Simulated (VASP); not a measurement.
A convergence study with VASP on BaS (rock salt): one setting is varied, all else stays as given below, so the limit is that of these other settings. Each run relaxes cell and ions from the cell shown. The basis is that of the starting cell, so low cut-offs carry a Pulay error.

```yaml
crystal:
  lattice:
    - [0.00000, 3.19500, 3.19500]
    - [3.19500, 0.00000, 3.19500]
    - [3.19500, 3.19500, 0.00000]
  atoms:
    - { symbol: Ba, position: [0.00000, 0.00000, 0.00000] }
    - { symbol: S, position: [0.50000, 0.50000, 0.50000] }
```

Calculation: PBE GGA, VASP's PBE PAW potentials (set 64) (plane waves; VASP 6.6.1). The tightest run used: 700 eV cut-off, 6×6×6 Γ-centred mesh, Gaussian smearing of 0.050 eV, potentials Ba_sv S.

Gaps are read on the run's mesh, which can miss a band edge.

```json
[
 {"setting": "ENCUT = 150", "relaxed volume (Å³/atom)": "30.024", "E (eV/atom)": "-5.1563", "gap on the mesh (eV)": "1.948", "plane waves": "283"},
 {"setting": "ENCUT = 200", "relaxed volume (Å³/atom)": "32.156", "E (eV/atom)": "-5.0879", "gap on the mesh (eV)": "2.078", "plane waves": "444"},
 {"setting": "ENCUT = 250", "relaxed volume (Å³/atom)": "33.160", "E (eV/atom)": "-5.0926", "gap on the mesh (eV)": "2.136", "plane waves": "596"},
 {"setting": "ENCUT = 300", "relaxed volume (Å³/atom)": "33.557", "E (eV/atom)": "-5.0956", "gap on the mesh (eV)": "2.155", "plane waves": "785"}
]
```

### Question
These are the cheaper rows. Estimate the results at ENCUT = 700, and how far the last row shown lies from them.

### Answer

```tsv
quantity	tightest run	last row shown is off by
relaxed volume (Å³/atom)	33.654	-0.097
E (eV/atom)	-5.0973	0.0017
gap on the mesh (eV)	2.159	-0.004
```

Left out are rungs that failed or repeat a setting and relaxations that didn't move; long series are thinned to 24 rows.

The compound is BaS in the rock salt structure.
